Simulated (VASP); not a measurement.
BP (relaxed from the NiAs type structure, space group P6_3/mmc): computed properties

Calculation: PBEsol GGA, VASP's PBE PAW potentials (set 64) (plane waves; VASP 6.6.1).

- space group: P6_3/mmc (194)
- cell: a = b = 3.0222 Å, c = 5.1065 Å, α = β = 90.00°, γ = 120.00°
- volume per atom: 10.10 Å³/atom
- band gap (over mesh and band path): none (metal, semimetal or under 0.01 eV)
- density: 3.44 g/cm³

```yaml
crystal:
  lattice:
    - [3.02221, 0.00000, 0.00000]
    - [-1.51111, 2.61731, 0.00000]
    - [0.00000, 0.00000, 5.10649]
  atoms:
    - { symbol: B, position: [0.00000, 0.00000, 0.00000] }
    - { symbol: B, position: [0.00000, 0.00000, 0.50000] }
    - { symbol: P, position: [0.33333, 0.66667, 0.25000] }
    - { symbol: P, position: [0.66667, 0.33333, 0.75000] }
```

The structure was generated: BP was put into the NiAs type type (P6_3/mmc), which need not be its known phase. It was relaxed first, which changed the volume by +19 %. Symmetry was kept, so distortions that lower it aren't found.
